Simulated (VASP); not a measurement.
An input for Quantum ESPRESSO's pw.x (written as the equivalent of a VASP run, and not itself run):

```
&CONTROL
  calculation = 'scf'
  pseudo_dir = './pseudo'
  outdir = './out'
  tprnfor = .true.
  tstress = .true.
/
&SYSTEM
  ibrav = 0
  nat = 3
  ntyp = 1
  ecutwfc = 86
  occupations = 'tetrahedra'
  input_dft = 'pbe'
/
&ELECTRONS
  conv_thr = 7.3e-09
  electron_maxstep = 100
/
ATOMIC_SPECIES
  Se 78.971 Se.upf
CELL_PARAMETERS angstrom
     2.2632652   -3.9200903    0.0000000
     2.2632652    3.9200903    0.0000000
     0.0000000    0.0000000    5.0457518
ATOMIC_POSITIONS crystal
  Se   0.0000000  0.2188513  0.6666670
  Se   0.7811487  0.7811487  0.0000000
  Se   0.2188513  0.0000000  0.3333330
K_POINTS automatic
  8 8 6 0 0 0
```

Q: Translate this input to VASP (INCAR, KPOINTS, POSCAR, choice of POTCAR).

A: One answer among several that fit: 
**INCAR**
```
! general
SYSTEM  = Se
PREC    = Accurate
ENCUT   = 520
LREAL   = F
LASPH   = T

! electronic loop
EDIFF   = 1E-7
NELM    = 100
ALGO    = Normal
LMAXMIX = 4

! smearing
ISMEAR  = -5

! functional
GGA     = PE

! ions
ISIF    = 2

! output
LWAVE   = F
LCHARG  = T
LORBIT  = 11
NEDOS   = 601
```

File KPOINTS:
```
Automatic mesh
0
Gamma
8 8 6
0 0 0
```

### POSCAR
```
Se
1
    2.2632651772    -3.9200902617     0.0000000000
    2.2632651772     3.9200902617     0.0000000000
    0.0000000000     0.0000000000     5.0457517533
Se
3
Direct
  0.0000000000   0.2188512703   0.6666670000
  0.7811487297   0.7811487297   0.0000000000
  0.2188512703   0.0000000000   0.3333330000
```

POTCAR, in this order: Se (PBE.64 set). Program: vasp_std.

Limits of the translation: the potentials are each code's own (VASP's PAW set, PseudoDojo norm-conserving files in pw.x), so ENCUT and ecutwfc are chosen apart and not converted; conv_thr bounds pw.x's estimated SCF error, while EDIFF bounds the energy change between steps.

The compound is Se in the trig structure. It was relaxed first, which changed the volume by +9 %.
